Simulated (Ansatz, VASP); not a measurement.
# SiGe3 (alloy, x = 0.75, one random ordering in a cell of 16 atoms (invented)): VASP beside Ansatz

One calculation is typed for both programs; each brings its own data sets. How far apart do they land? The cell is generated by rule, not measured, and may not be a known phase. The cell is taken from a series of runs on this material, whose earlier steps may have relaxed, scaled, displaced or heated it; both programs get it as it stands.

Method: plane waves, with VASP 6.6.1 beside it; relaxation of cell and atoms at r2SCAN, in Ansatz 0.2.0.

## 1. Starting point

The structure is monoclinic, space group C2 (No. 5). The conventional cell has a = 13.720 Å, b = 7.921 Å, c = 7.921 Å, α = 90.00°, β = 125.26°, γ = 90.00°. Nearest to Ge lie 3 Ge at 2.43 Å and 1 Si at 2.43 Å. Nearest to Ge lie 2 Ge at 2.43 Å and 2 Si at 2.43 Å. Nearest to Ge lie 4 Ge at 2.43 Å. Ge has 3 Ge at 2.43 Å and 1 Si at 2.43 Å nearest. Nearest to Ge lie 1 Si at 2.43 Å and 3 Ge at 2.43 Å. Farther neighbours are not listed.

Structure file:

```cif
data_structure
_symmetry_space_group_name_H-M 'P 1'
_symmetry_Int_Tables_number 1
_cell_length_a 7.9214
_cell_length_b 7.9214
_cell_length_c 7.9214
_cell_angle_alpha 120.000
_cell_angle_beta 120.000
_cell_angle_gamma 60.000
_cell_volume 351.47
loop_
_atom_site_label
_atom_site_type_symbol
_atom_site_fract_x
_atom_site_fract_y
_atom_site_fract_z
_atom_site_occupancy
Ge1 Ge 0.37500 0.00000 0.81250 1
Ge2 Ge 0.87500 0.00000 0.81250 1
Ge3 Ge 0.37500 0.50000 0.31250 1
Ge4 Ge 0.87500 0.50000 0.81250 1
Ge5 Ge 0.37500 0.50000 0.81250 1
Ge6 Ge 0.87500 0.50000 0.31250 1
Ge7 Ge 0.50000 0.12500 0.18750 1
Ge8 Ge 0.50000 0.12500 0.68750 1
Ge9 Ge 0.00000 0.12500 0.18750 1
Ge10 Ge 0.50000 0.62500 0.68750 1
Ge11 Ge 0.00000 0.62500 0.18750 1
Ge12 Ge 0.50000 0.62500 0.18750 1
Si13 Si 0.87500 0.00000 0.31250 1
Si14 Si 0.37500 0.00000 0.31250 1
Si15 Si 0.00000 0.12500 0.68750 1
Si16 Si 0.00000 0.62500 0.68750 1
```

## 2. VASP: relaxation of cell and atoms, r2SCAN

The relaxed volume is the usual yardstick between codes: in a stiff, nearly cubic crystal its relative difference is about their pressure difference at one cell divided by the bulk modulus.

Lines of VASP's logs that name or quote its potential files are left out, and so is its time.

Contents of INCAR:

```
SYSTEM = SiGe3
PREC = Accurate
ENCUT = 550
EDIFF = 1E-07
NELM = 120
ISMEAR = 0
SIGMA = 0.02
LREAL = .FALSE.
ALGO = Normal
METAGGA = R2SCAN
LASPH = .TRUE.
NBANDS = 114
LORBIT = 11
LWAVE = .FALSE.
LCHARG = .FALSE.
ISIF = 3
IBRION = 2
NSW = 80
EDIFFG = -0.005
GGA_COMPAT = .FALSE.
NELMIN = 4
EFERMI = MIDGAP
LMIXTAU = .TRUE.
KPAR = 4
```

Contents of POSCAR:

```
SiGe3
1.0
    6.8601020000     -3.9606820000      0.0000000000
    6.8601020000      3.9606820000      0.0000000000
   -4.5734010000      0.0000000000      6.4677660000
Ge Si
12 4
Direct
    0.3750000426      0.9999999794      0.8125000193
    0.8750000426      0.9999999794      0.8125000193
    0.3750000061      0.4999999430      0.3125000193
    0.8750000426      0.4999999794      0.8125000193
    0.3750000426      0.4999999794      0.8125000193
    0.8750000061      0.4999999430      0.3125000193
    0.5000000206      0.1249999574      0.1874999807
    0.5000000570      0.1249999939      0.6874999807
    0.0000000206      0.1249999574      0.1874999807
    0.5000000570      0.6249999939      0.6874999807
    0.0000000206      0.6249999574      0.1874999807
    0.5000000206      0.6249999574      0.1874999807
    0.8750000061      0.9999999430      0.3125000193
    0.3750000061      0.9999999430      0.3125000193
    0.0000000570      0.1249999939      0.6874999807
    0.0000000570      0.6249999939      0.6874999807
```

Contents of KPOINTS:

```
Automatic mesh
0
Gamma
4 4 4
0 0 0
```

Potentials, in the order of the species: Ge_d and Si (PBE family, release 64).

Launch:

```bash
$ mpirun -np 4 vasp_std
```

Numbers of over 12 decimals in the logs are rounded to 6 here.

Output:

```text
[banner, memory and clock lines left out]
running    4 mpi-ranks, on    1 nodes
 distrk:  each k-point on    1 cores,    4 groups
 distr:  one band on    1 cores,    1 groups

 POSCAR found type information on POSCAR GeSi
 POSCAR found :  2 types and      16 ions
|                                                                             |
|               ----> ADVICE to this user running VASP <----                  |
|                                                                             |
|     You enforced a specific xc type in the INCAR file but a different       |
|     [... a line on the potential file left out ...]
|     I HOPE YOU KNOW WHAT YOU ARE DOING!                                     |
|                                                                             |

 LDA part: xc-table for (None), standard interpolation
 POSCAR, INCAR and KPOINTS ok, starting setup
 FFT: planning ... GRIDC
 FFT: planning ... GRID_SOFT
 FFT: planning ... GRID
 WAVECAR not read
 entering main loop
       N       E                     dE             d eps       ncg     rms          rms(c)
DAV:   1     0.269553393626E+04    0.26955E+04   -0.79776E+04  6708   0.433E+03
DAV:   2     0.405803326974E+03   -0.22897E+04   -0.21934E+04  5472   0.123E+03
DAV:   3    -0.144173795133E+03   -0.54998E+03   -0.52391E+03  5568   0.290E+02
DAV:   4    -0.215872882066E+03   -0.71699E+02   -0.68809E+02  6262   0.109E+02
DAV:   5    -0.219644703273E+03   -0.37718E+01   -0.37241E+01  6254   0.271E+01    0.119E+01
DAV:   6    -0.209418667996E+03    0.10226E+02   -0.29189E+00  6140   0.113E+01    0.691E+00
DAV:   7    -0.192164585733E+03    0.17254E+02   -0.29610E+00  5906   0.792E+00    0.203E+00
DAV:   8    -0.198620994271E+03   -0.64564E+01   -0.15505E+00  5868   0.528E+00    0.779E-01
DAV:   9    -0.200206704608E+03   -0.15857E+01   -0.43115E-01  6012   0.321E+00    0.378E-01
DAV:  10    -0.201266873097E+03   -0.10602E+01   -0.63566E-01  5752   0.351E+00    0.471E-01
DAV:  11    -0.201228022873E+03    0.38850E-01   -0.42878E-02  6264   0.204E+00    0.413E-01
DAV:  12    -0.201246220299E+03   -0.18197E-01   -0.68191E-03  6242   0.146E+00    0.220E-01
DAV:  13    -0.201277390457E+03   -0.31170E-01   -0.16005E-02  5828   0.555E-01    0.252E-01
DAV:  14    -0.201275223304E+03    0.21672E-02   -0.92915E-04  6954   0.232E-01    0.206E-01
[...]
DAV:  38    -0.201285574011E+03   -0.50974E-06   -0.67469E-07  6556   0.438E-02    0.442E-03
DAV:  39    -0.201285573705E+03    0.30591E-06   -0.34070E-07  4420   0.241E-02    0.302E-03
DAV:  40    -0.201285573712E+03   -0.70249E-08   -0.16301E-06  6292   0.134E-02    0.138E-03
DAV:  41    -0.201285573935E+03   -0.22301E-06   -0.33265E-07  4716   0.661E-03    0.131E-03
DAV:  42    -0.201285574116E+03   -0.18029E-06   -0.25091E-08  2916   0.502E-03    0.103E-03
DAV:  43    -0.201285574433E+03   -0.31738E-06   -0.24276E-07  4228   0.244E-02    0.491E-04
DAV:  44    -0.201285574843E+03   -0.40961E-06   -0.21307E-07  3292   0.689E-03    0.475E-04
DAV:  45    -0.201285574818E+03    0.25098E-07   -0.67996E-08  2916   0.445E-03
   1 F= -.20128557E+03 E0= -.20128557E+03  d E =-.201286E+03
[...]
2 F= -.20136563E+03 E0= -.20136563E+03  d E =-.800535E-01
[...]
3 F= -.20136946E+03 E0= -.20136946E+03  d E =-.838817E-01
[...]
4 F= -.20137132E+03 E0= -.20137132E+03  d E =-.186009E-02
[...]
5 F= -.20137204E+03 E0= -.20137204E+03  d E =-.258270E-02
[...]
6 F= -.20137204E+03 E0= -.20137204E+03  d E =-.258211E-02
 curvature:  -0.36 expect dE=-0.396E-04 dE for cont linesearch -0.202E-07
 trial: gam= 0.00465 g(F)=  0.109E-03 g(S)=  0.134E-06 ort = 0.208E-04 (trialstep = 0.981E+00)
 search vector abs. value=  0.110E-03
 bond charge predicted
       N       E                     dE             d eps       ncg     rms          rms(c)
DAV:   1    -0.201372062477E+03   -0.23923E-04   -0.17556E-02  6478   0.497E-01    0.151E-02
DAV:   2    -0.201372098509E+03   -0.36032E-04   -0.33518E-04  7444   0.920E-02    0.773E-03
DAV:   3    -0.201372105252E+03   -0.67433E-05   -0.30225E-05  6020   0.560E-02    0.449E-03
DAV:   4    -0.201372105040E+03    0.21209E-06   -0.41090E-06  6404   0.675E-02    0.200E-03
DAV:   5    -0.201372105774E+03   -0.73372E-06   -0.32691E-06  6128   0.102E-02    0.126E-03
DAV:   6    -0.201372106013E+03   -0.23927E-06   -0.99299E-07  5832   0.181E-02    0.945E-04
DAV:   7    -0.201372105936E+03    0.77558E-07   -0.30191E-07  4376   0.406E-03
   7 F= -.20137211E+03 E0= -.20137211E+03  d E =-.673066E-04
 trial-energy change:   -0.000067  1 .order   -0.000065   -0.000107   -0.000023
 step:   1.2053(harm=  1.2488)  dis= 0.00080  next Energy=  -201.372109 (dE=-0.700E-04)
 reached required accuracy - stopping structural energy minimisation
```

From OUTCAR (step 2):

```text
ion  position               nearest neighbor table
   1  0.375  1.000  0.813-   7 2.43  10 2.43  15 2.43   8 2.43
   2  0.875  1.000  0.813-   9 2.43  16 2.43   8 2.43  15 2.43
   3  0.375  0.500  0.313-  10 2.43  11 2.43   7 2.43  12 2.43
   4  0.875  0.500  0.813-  11 2.43  15 2.43  10 2.43  16 2.43
   5  0.375  0.500  0.813-  12 2.43   8 2.43  16 2.43  10 2.43
   6  0.875  0.500  0.313-  16 2.43  12 2.43   9 2.43  11 2.43
   7  0.500  0.125  0.187-   1 2.43  13 2.43   3 2.43  14 2.43
   8  0.500  0.125  0.687-  14 2.43   5 2.43   2 2.43   1 2.43
   9  0.000  0.125  0.187-   2 2.43  14 2.43   6 2.43  13 2.43
  10  0.500  0.625  0.687-   3 2.43   1 2.43   4 2.43   5 2.43
  11  0.000  0.625  0.187-   4 2.43   3 2.43  13 2.43   6 2.43
  12  0.500  0.625  0.187-   5 2.43   6 2.43  14 2.43   3 2.43
  13  0.875  1.000  0.313-  15 2.43   7 2.43  11 2.43   9 2.43
  14  0.375  1.000  0.313-   8 2.43   9 2.43  12 2.43   7 2.43
  15  0.000  0.125  0.687-  13 2.43   4 2.43   1 2.43   2 2.43
  16  0.000  0.625  0.687-   6 2.43   2 2.43   5 2.43   4 2.43

  LATTYP: Found a face centered cubic cell.
 ALAT       =    11.2024998420

 Subroutine GETGRP returns: Found  2 space group operations
 (whereof  2 operations were pure point group operations)

The static configuration has the point symmetry C_2 .

 Found     24 irreducible k-points:

   k-points           NKPTS =     24   k-points in BZ     NKDIM =     24   number of bands    NBANDS=    114

   dimension x,y,z NGX =    64 NGY =   64 NGZ =   64
   dimension x,y,z NGXF=   128 NGYF=  128 NGZF=  128

   ENCUT  =  550.0 eV  40.42 Ry    6.36 a.u.  15.15 15.15 15.15*2*pi/ulx,y,z

   NELECT =     184.0000    total number of electrons

 k-points in reciprocal lattice and weights: Automatic mesh
   0.00000000  0.00000000  0.00000000       0.016
   0.25000000  0.00000000 -0.00000000       0.062
   0.00000000  0.00000000 -0.25000000       0.031
  -0.25000000 -0.25000000  0.25000000       0.031
   0.50000000  0.00000000 -0.00000000       0.031
   0.00000000  0.00000000  0.50000000       0.016
   0.50000000  0.50000000  0.50000000       0.016
   0.25000000  0.25000000 -0.00000000       0.031
   0.00000000  0.25000000 -0.25000000       0.062
[...]
0.50000000  0.25000000  0.25000000       0.062
   0.25000000 -0.25000000  0.50000000       0.031

 average (electrostatic) potential at core
       1 -79.1039       2 -79.1182       3 -79.0885       4 -79.1027       5 -79.0861
       6 -79.1022       7 -79.1027       8 -79.1022       9 -79.1182      10 -79.0885
      11 -79.1039      12 -79.0861      13 -87.5829      14 -87.5788      15 -87.5829
      16 -87.5788

 E-fermi :   5.2316

 k-point     1 :       0.0000    0.0000    0.0000
  band No.  band energies     occupation
    ...
     88       3.6622      2.00000
     89       3.6648      2.00000
     90       4.9623      2.00000
     91       4.9652      2.00000
     92       4.9839      2.00000
     93       5.4793      0.00000
     94       5.5651      0.00000
     95       5.6999      0.00000
     96       5.7431      0.00000
     97       5.8104      0.00000
    ...

 k-point     2 :       0.2500    0.0000   -0.0000
  band No.  band energies     occupation
    ...
     88       3.2134      2.00000
     89       3.6847      2.00000
     90       3.6949      2.00000
     91       4.6479      2.00000
     92       4.6498      2.00000
     93       5.8468      0.00000
     94       5.9454      0.00000
     95       6.0727      0.00000
     96       6.1774      0.00000
     97       6.6780      0.00000
    ...

 k-point     3 :       0.0000    0.0000   -0.2500
  band No.  band energies     occupation
    ...
     88       3.2148      2.00000
     89       3.6912      2.00000
     90       3.7084      2.00000
     91       4.6372      2.00000
     92       4.6476      2.00000
     93       5.8702      0.00000
     94       5.9810      0.00000
     95       6.0790      0.00000
     96       6.2044      0.00000
     97       6.6576      0.00000
    ...

  Total        0.0133184      0.0130401     -0.0286908      0.0000000      0.0000000      0.0000255
  in kB        0.0604612      0.0591978     -0.1302466      0.0000000      0.0000000      0.0001159
  external PRESSURE =      -0.0035292 kB  Pullay stress =       0.0000000 kB

  energy-cutoff  :      550.00
  volume of cell :      352.93
      direct lattice vectors                 reciprocal lattice vectors
     6.869998943 -3.966327754  0.000045724     0.072779872 -0.126061191  0.051471109
     6.869998943  3.966327754  0.000045724     0.072779872  0.126061191  0.051471109
    -4.579955823  0.000000000  6.476032955    -0.000001028  0.000000000  0.154414794

 POSITION                                       TOTAL-FORCE (eV/Angst)
 -----------------------------------------------------------------------------------
     -1.15844     -1.46374      5.25130         0.000625      0.001968      0.000671
      9.17329      0.47209      5.24235         0.000364      0.002605      0.003635
      4.57964      0.49620      2.02373        -0.001949     -0.000483     -0.000595
      5.73894     -1.51070      5.24251        -0.001979     -0.002647      0.002902
      2.27620      0.51950      5.25133        -0.001972     -0.001932      0.000390
      8.01543     -1.48801      2.05307         0.000128     -0.003372     -0.000357
      3.42111     -1.51070      1.23361         0.001979     -0.002647     -0.002902
      1.14461     -1.48801      4.42306        -0.000128     -0.003372      0.000357
     -0.01325      0.47209      1.23378        -0.000364      0.002605     -0.003635
      4.58041      0.49620      4.45240         0.001949     -0.000483      0.000595
     10.31848     -1.46374      1.22482        -0.000625      0.001968     -0.000671
      6.88384      0.51950      1.22480         0.001972     -0.001932     -0.000390
      4.58043     -3.47129      2.05113         0.002613      0.000223      0.000124
      1.14475     -1.48669      2.02405         0.000605      0.003638      0.000185
      4.57961     -3.47129      4.42499        -0.002613      0.000223     -0.000124
      8.01529     -1.48669      4.45207        -0.000605      0.003638     -0.000185
 -----------------------------------------------------------------------------------
    total drift:                                0.000000      0.018677     -0.000000

  FREE ENERGIE OF THE ION-ELECTRON SYSTEM (eV)
  ---------------------------------------------------
  free  energy   TOTEN  =      -201.3721059358 eV

  energy  without entropy=     -201.3721059358  energy(sigma->0) =     -201.37210594

 reached required accuracy - stopping structural energy minimisation

 total charge
# of ion       s       p       d       tot
------------------------------------------
    1        1.097   1.316  10.024  12.436
    2        1.094   1.320  10.022  12.436
    3        1.101   1.311  10.025  12.437
    4        1.094   1.325  10.023  12.442
    5        1.097   1.321  10.025  12.443
    6        1.097   1.316  10.024  12.437
    7        1.094   1.325  10.023  12.442
    8        1.097   1.316  10.024  12.437
    9        1.094   1.320  10.022  12.436
   10        1.101   1.311  10.025  12.437
   11        1.097   1.316  10.024  12.436
   12        1.097   1.321  10.025  12.443
   13        0.752   0.910   0.000   1.662
   14        0.755   0.907   0.000   1.663
   15        0.752   0.910   0.000   1.662
   16        0.755   0.907   0.000   1.663
--------------------------------------------------
tot         16.174  19.450 120.286 155.909

[... 3 further parts left out ...]
```

The run keeps the 2 symmetry operations of its start, so it cannot find a distortion of lower symmetry.

[end of part 1 of 2]

[Lines on the potential files, build, host, timing and source positions are cut from VASP's logs without a mark.]

[Logs are printed without paths, hosts, clocks, repeated set-up lines and the standing remarks that a program may print on its own settings, such as how far it seeks lower states.]

[Hosts, paths, dates, database ids (printed as entryN), source tags and the programs' standing remarks are cut or masked in the printed files.]
